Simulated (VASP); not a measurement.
Output of a VASP run:

OUTCAR:
```
 ion  position               nearest neighbor table
   1  0.000  0.000  0.000-   2 2.56   2 2.56   2 2.56   2 2.56
   2  0.250  0.250  0.250-   1 2.56   1 2.56   1 2.56   1 2.56
  LATTYP: Found a face centered cubic cell.
 ALAT       =     5.9220205178
 Subroutine PRICEL returns:
 Original cell was already a primitive cell.
 Subroutine GETGRP returns: Found 24 space group operations
The static configuration has the point symmetry T_d .
The dynamic configuration has the point symmetry T_d .
 Subroutine INISYM returns: Found 24 space group operations
 Subroutine IBZKPT returns following result:
 Found     29 irreducible k-points:

 Following reciprocal coordinates:
            Coordinates               Weight
  0.000000  0.000000  0.000000      1.000000
  0.125000  0.000000  0.000000      8.000000
  0.250000  0.000000  0.000000      8.000000
  0.375000  0.000000  0.000000      8.000000
  0.500000  0.000000  0.000000      4.000000
  0.125000  0.125000  0.000000      6.000000
  0.250000  0.125000  0.000000     24.000000
  0.375000  0.125000  0.000000     24.000000
  0.500000  0.125000  0.000000     24.000000
 -0.375000  0.125000  0.000000     24.000000
 -0.250000  0.125000  0.000000     24.000000
 -0.125000  0.125000  0.000000     12.000000
  0.250000  0.250000  0.000000      6.000000
  0.375000  0.250000  0.000000     24.000000
  0.500000  0.250000  0.000000     24.000000
 -0.375000  0.250000  0.000000     24.000000
 -0.250000  0.250000  0.000000     12.000000
  0.375000  0.375000  0.000000      6.000000
  0.500000  0.375000  0.000000     24.000000
 -0.375000  0.375000  0.000000     12.000000
  0.500000  0.500000  0.000000      3.000000
  0.375000  0.250000  0.125000     24.000000
  0.500000  0.250000  0.125000     48.000000
 -0.375000  0.250000  0.125000     24.000000
  0.500000  0.375000  0.125000     24.000000
 -0.375000  0.375000  0.125000     48.000000
 -0.250000  0.375000  0.125000     24.000000
 -0.375000  0.500000  0.125000     12.000000
 -0.250000  0.500000  0.250000      6.000000
   k-points           NKPTS =     29   k-points in BZ     NKDIM =     29   number of bands    NBANDS=     13
   number of dos      NEDOS =    301   number of ions     NIONS =      2
   total plane-waves  NPLWV =  32768
   dimension x,y,z NGX =    32 NGY =   32 NGZ =   32
   dimension x,y,z NGXF=    64 NGYF=   64 NGZF=   64
   ions per type =               1   1
   PREC   = accura    normal or accurate (medium, high low for compatibility)
   ISTART =      0    job   : 0-new  1-cont  2-samecut
   ICHARG =      2    charge: 1-file 2-atom 10-const
   ISPIN  =      1    spin polarized calculation?
   LNONCOLLINEAR =      F non collinear calculations
   LSORBIT =      F    spin-orbit coupling
   INIWAV =      1    electr: 0-lowe 1-rand  2-diag
   ENCUT  =  500.0 eV  36.75 Ry    6.06 a.u.   7.63  7.63  7.63*2*pi/ulx,y,z
   NELM   =    100;   NELMIN=  2; NELMDL= -5     # of ELM steps
   EDIFF  = 0.1E-05   stopping-criterion for ELM
   LREAL  =      F    real-space projection
   NLSPLINE    = F    spline interpolate recip. space projectors
   LMAXMIX     =    4 max onsite mixed and CHGCAR
   VOSKOWN=      0    Vosko Wilk Nusair interpolation
   EDIFFG = -.2E-01   stopping-criterion for IOM
   NSW    =     40    number of steps for IOM
   NBLOCK =      1;   KBLOCK =     40    inner block; outer block
   IBRION =      2    ionic relax: 0-MD 1-quasi-New 2-CG
   NFREE  =      1    steps in history (QN), initial steepest desc. (CG)
   ISIF   =      3    stress and relaxation
   ISYM   =      2    0-nonsym 1-usesym 2-fastsym
   TEIN   =    0.0    initial temperature
   TEBEG  =    0.0;   TEEND  =   0.0 temperature during run
   SMASS  =  -3.00    Nose mass-parameter (am)
   PSTRESS=  300.0 pullay stress
   NELECT =      18.0000    total number of electrons
   EFERMI =   0.00;   METHOD = LEGACY
   ISMEAR =     0;   SIGMA  =   0.05  broadening in eV -4-tet -1-fermi 0-gaus
   IALGO  =     38    algorithm
...
```

**OSZICAR**
```
...
DAV:  12    -0.534531410312E+01    0.38026E-06   -0.27090E-06   656   0.269E-02
   1 F= 0.43767931E+01 E0= 0.43767931E+01  d E =0.437679E+01
       N       E                     dE             d eps       ncg     rms          rms(c)
DAV:   1    -0.143385868045E+02   -0.89933E+01   -0.18941E+02   889   0.195E+02    0.320E+01
DAV:   2    -0.310171995583E+01    0.11237E+02   -0.46293E+01   839   0.126E+02    0.811E+00
DAV:   3    -0.264899115048E+01    0.45273E+00   -0.26010E+00   774   0.194E+01    0.298E+00
DAV:   4    -0.247926322395E+01    0.16973E+00   -0.30597E-01   819   0.290E+00    0.246E+00
DAV:   5    -0.247001278811E+01    0.92504E-02   -0.14454E-02   880   0.181E+00    0.125E+00
DAV:   6    -0.246781457641E+01    0.21982E-02   -0.97262E-03   834   0.806E-01    0.167E-01
DAV:   7    -0.246789066494E+01   -0.76089E-04   -0.28160E-04   852   0.157E-01    0.986E-02
DAV:   8    -0.246790671097E+01   -0.16046E-04   -0.32238E-05   889   0.404E-02    0.162E-02
DAV:   9    -0.246790644346E+01    0.26751E-06   -0.23142E-06   727   0.234E-02
   2 F= 0.51505178E+01 E0= 0.51505178E+01  d E =0.773725E+00
       N       E                     dE             d eps       ncg     rms          rms(c)
DAV:   1    -0.989586313151E+01   -0.74280E+01   -0.10703E+02   844   0.169E+02    0.262E+01
DAV:   2    -0.557620805386E+01    0.43197E+01   -0.10890E+01   804   0.613E+01    0.116E+01
DAV:   3    -0.505414482410E+01    0.52206E+00   -0.79472E-01   874   0.135E+01    0.999E+00
DAV:   4    -0.487129730627E+01    0.18285E+00   -0.21795E-01   789   0.416E+00    0.262E+00
DAV:   5    -0.486410619166E+01    0.71911E-02   -0.12838E-02   814   0.114E+00    0.657E-01
DAV:   6    -0.486382239906E+01    0.28379E-03   -0.22768E-03   810   0.652E-01    0.175E-01
DAV:   7    -0.486384249286E+01   -0.20094E-04   -0.65706E-04   799   0.393E-01    0.923E-02
DAV:   8    -0.486385169444E+01   -0.92016E-05   -0.48831E-05   914   0.112E-01    0.272E-02
DAV:   9    -0.486384886138E+01    0.28331E-05   -0.97407E-06   819   0.583E-02    0.132E-02
DAV:  10    -0.486384876923E+01    0.92148E-07   -0.77114E-07   407   0.111E-02
   3 F= 0.42663679E+01 E0= 0.42663679E+01  d E =-.110425E+00
       N       E                     dE             d eps       ncg     rms          rms(c)
DAV:   1    -0.483354237019E+01    0.30306E-01   -0.43705E-02   879   0.317E+00    0.344E-01
DAV:   2    -0.483148106095E+01    0.20613E-02   -0.55969E-03   874   0.143E+00    0.141E-01
DAV:   3    -0.483129632318E+01    0.18474E-03   -0.41371E-04   824   0.255E-01    0.113E-01
DAV:   4    -0.483125912928E+01    0.37194E-04   -0.80389E-05   814   0.888E-02    0.137E-02
DAV:   5    -0.483125728874E+01    0.18405E-05   -0.79160E-06   804   0.480E-02    0.123E-02
DAV:   6    -0.483125723474E+01    0.54003E-07   -0.17166E-06   465   0.133E-02
   4 F= 0.42658883E+01 E0= 0.42658883E+01  d E =-.110905E+00
       N       E                     dE             d eps       ncg     rms          rms(c)
DAV:   1    -0.481935969425E+01    0.11898E-01   -0.59219E-03   879   0.117E+00    0.129E-01
DAV:   2    -0.481907760070E+01    0.28209E-03   -0.76187E-04   869   0.529E-01    0.523E-02
DAV:   3    -0.481905221970E+01    0.25381E-04   -0.56927E-05   824   0.949E-02    0.419E-02
DAV:   4    -0.481904714211E+01    0.50776E-05   -0.11031E-05   819   0.328E-02    0.517E-03
DAV:   5    -0.481904688289E+01    0.25923E-06   -0.10241E-06   392   0.178E-02
   5 F= 0.42658807E+01 E0= 0.42658807E+01  d E =-.110912E+00
```

OUTCAR:
```
------------------------ aborting loop because EDIFF is reached ----------------------------------------
  FORCE on cell =-STRESS in cart. coord.  units (eV):
  Direction    XX          YY          ZZ          XY          YZ          ZX
  --------------------------------------------------------------------------------------
  Total        9.1131097      9.1131097      9.1131097      0.0000000      0.0000000      0.0000000
  in kB      300.9306253    300.9306253    300.9306253      0.0000000      0.0000000      0.0000000
  external PRESSURE =       0.9306253 kB  Pullay stress =     300.0000000 kB
  volume of cell :       48.52
      direct lattice vectors                 reciprocal lattice vectors
     0.000000000  2.894855786  2.894855786    -0.172720176  0.172720176  0.172720176
     2.894855786 -0.000000000  2.894855786     0.172720176 -0.172720176  0.172720176
     2.894855786  2.894855786 -0.000000000     0.172720176  0.172720176 -0.172720176
  FREE ENERGIE OF THE ION-ELECTRON SYSTEM (eV)
  ---------------------------------------------------
  free  energy   TOTEN  =        -4.8190468829 eV

  energy  without entropy=       -4.8190468829  energy(sigma->0) =       -4.81904688
  enthalpy is  TOTEN    =         4.2658806537 eV   P V=        9.0849275366

 reached required accuracy - stopping structural energy minimisation
```
(Selected blocks of OUTCAR.)

**POSCAR**
```
CdTe
1
   -0.0000000000     2.9610102589     2.9610102589
    2.9610102589     0.0000000000     2.9610102589
    2.9610102589     2.9610102589     0.0000000000
Cd Te
1 1
Direct
  0.0000000000   0.0000000000   0.0000000000
  0.2500000000   0.2500000000   0.2500000000
```

Question: Reconstruct the remaining input files.

Answer: One answer among several that fit: the input of the run itself, LDA (Ceperley-Alder, Perdew-Zunger), plane waves, VASP's LDA PAW potentials (set 64).

File KPOINTS:
```
Automatic mesh
0
Gamma
8 8 8
0 0 0
```

### INCAR
```
SYSTEM = CdTe
PREC = Accurate
ENCUT = 500
EDIFF = 1E-6
NELM = 100
ALGO = Normal
LREAL = .FALSE.
LASPH = .TRUE.
ISMEAR = 0
SIGMA = 0.05
LMAXMIX = 4
LWAVE = .FALSE.
LCHARG = .FALSE.
IBRION = 2
ISIF = 3
NSW = 40
EDIFFG = -0.02
PSTRESS = 300
```

POTCAR, in this order: Cd Te (LDA.64 set). Program: vasp_std.

Energy and stress use the plane-wave basis of the starting cell.

The compound is CdTe in the zinc blende structure. This run relaxes it under an external pressure of 30 GPa. Symmetry was kept, so distortions that lower it aren't found.
